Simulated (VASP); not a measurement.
Input of a VASP 6.6.1 run:

File INCAR:

```
PREC = Accurate
ENCUT = 600
EDIFF = 1E-7
ISMEAR = 1
SIGMA = 0.1
LREAL = False
LASPH = True
NELM = 80
ALGO = Normal
ISIF = 2
LWAVE = False
LCHARG = False
GGA = PE
IVDW = 12
IBRION = 2
NSW = 40
EDIFFG = -0.01
```

The input KPOINTS:

```
Automatic mesh
0
Gamma
  16 16 16
```

POSCAR

```
Ta                                      
1.0
   -1.6760868089      1.6760868089      1.6760868089
    1.6760868089     -1.6760868089      1.6760868089
    1.6760868089      1.6760868089     -1.6760868089
  Ta            
     1
Direct
     0.0000000000000000    0.0000000000000000    0.0000000000000000
```

Potentials or basis: VASP PAW PBE potentials, release 64 (Ta_pv).

The run is started by

```bash
$ cat potpaw_PBE.64/Ta_pv/POTCAR > POTCAR
$ mpirun -np 1 vasp_std > vasp.out
```

**Question.** What does it give for the band gap on the k mesh?

**Answer.** None (metal or under the smearing width).

**Question.** What does it give for the dispersion energy per atom?

**Answer.** -0.632 eV.

Final structure:
```cif
data_structure
_symmetry_space_group_name_H-M 'P 1'
_symmetry_Int_Tables_number 1
_cell_length_a 2.9031
_cell_length_b 2.9031
_cell_length_c 2.9031
_cell_angle_alpha 109.471
_cell_angle_beta 109.471
_cell_angle_gamma 109.471
_cell_volume 18.83
loop_
_atom_site_label
_atom_site_type_symbol
_atom_site_fract_x
_atom_site_fract_y
_atom_site_fract_z
_atom_site_occupancy
Ta1 Ta 0.00000 0.00000 0.00000 1
```

Caveat: the relaxation stopped at its first step, so nothing moved. Spin-orbit coupling is left out, which matters for the levels of Ta.
